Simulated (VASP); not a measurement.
# Si2Ni: relaxation of cell and atoms with PBE

Crystal: Si2Ni.

```
CELL_PARAMETERS angstrom
0.00000 2.70300 2.70300
2.70300 0.00000 2.70300
2.70300 2.70300 0.00000
ATOMIC_POSITIONS crystal
Si 0.25000 0.25000 0.25000
Si 0.75000 0.75000 0.75000
Ni 0.00000 0.00000 0.00000
```

```json
{
 "Program": "VASP 6.6.1",
 "Task": "relaxation of cell and atoms",
 "Functional": "PBE",
 "Potentials or basis": "VASP PAW PBE potentials, release 64 (Si, Ni)",
 "Cutoff": "600 eV",
 "k mesh": "12 × 12 × 12",
 "Occupations": "methfessel-paxton, width 0.1 eV",
 "Spin": "no spin polarisation",
 "Further INCAR settings": "ALGO = Normal; EDIFF = 1e-06; IBRION = 2; EDIFFG = -0.01; NSW = 90; ISIF = 3"
}
```

- Relaxed volume: 13.44 Å³/atom
- Relaxed cell: a = 3.849 Å, b = 3.849 Å, c = 3.849 Å, α = 60.00°, β = 60.00°, γ = 60.00°
- Space group after relaxing (to 0.05 Å): Fm-3m (No. 225)
- Energy gained by relaxing: 2.6 meV/atom
- Ionic steps: 3
- Pressure after relaxing: 0.0 GPa
- Band gap on the k mesh: none (metal or under the smearing width)

Step by step:
| step | energy change (eV) | largest force (eV/Å) | pressure (GPa) | volume (Å³) |
| --- | --- | --- | --- | --- |
| 1 | 0.0000 | 0.0000 | 2.89 | 39.50 |
| 2 | -0.0044 | 0.0000 | -1.91 | 40.87 |
| 3 | -0.0077 | 0.0000 | 0.00 | 40.33 |

Final structure:
```xyz
3
Lattice="0.0000 2.7220 2.7220 2.7220 0.0000 2.7220 2.7220 2.7220 0.0000" Properties=species:S:1:pos:R:3 pbc="T T T"
Si    1.3610    1.3610    1.3610
Si    4.0829    4.0829    4.0829
Ni    0.0000    0.0000    0.0000
```

Levels at points of the mesh, in eV from the Fermi level:
| k point | band 5 | band 6 | band 7 | band 8 | band 9 | band 10 | band 11 | band 12 | band 13 |
| --- | --- | --- | --- | --- | --- | --- | --- | --- | --- |
| (0.00, 0.00, 0.00) | -3.36 | -3.36 | -0.43 | 1.71 | 1.71 | 1.71 | 2.36 | 2.36 | 2.36 |
| (0.50, 0.00, 0.00) | -3.57 | -3.18 | -3.18 | -1.35 | -1.35 | 1.79 | 1.83 | 1.83 | 2.53 |
| (0.50, 0.50, 0.00) | -4.39 | -3.45 | -3.45 | -3.29 | -2.97 | -0.41 | 1.50 | 7.78 | 8.18 |

It took 70 s on 1 thread of Intel(R) Xeon(R) Platinum 8375C CPU @ 2.90GHz (Ice Lake), on a shared host, peak memory 0.21 GiB.

Spin polarisation is off, so any magnetic state and its effect on volume and gap are missing. Zero-point motion and thermal expansion aren't in these numbers.
